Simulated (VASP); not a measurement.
Consider the following.

```
CELL_PARAMETERS angstrom
      2.06661    -3.57947     0.00000
      2.06661     3.57947     0.00000
      0.00000     0.00000     6.71760
ATOMIC_POSITIONS crystal
  Mg 0.66667 0.33333 0.49964
  Mg 0.33333 0.66667 0.99964
  Te 0.66667 0.33333 0.87636
  Te 0.33333 0.66667 0.37636
```

The numbers are results of PBEsol GGA, VASP's PBE PAW potentials (set 64) (plane waves; VASP), not measurements. Run with 500 eV cut-off, 6×6×4 Γ-centred mesh, Gaussian smearing of 0.050 eV, potentials Mg Te.

Unless said otherwise, spin-orbit coupling is left out, though it shifts the bands of the heavy elements here.

Task: Estimate the energy per atom (σ→0), pressure, band gap (on the k-mesh) with the smallest direct gap where there is one.

Result: 
| Item | Result |
|---|---|
| band gap (on the k-mesh) | 2.72 eV |
| smallest direct gap (on the k-mesh) | 3.46 eV |
| energy per atom (σ→0) | -3.034 eV/atom |
| pressure | 19.94 GPa |

The compound is MgTe in the wurtzite structure. It was relaxed first under an external pressure of 20 GPa.
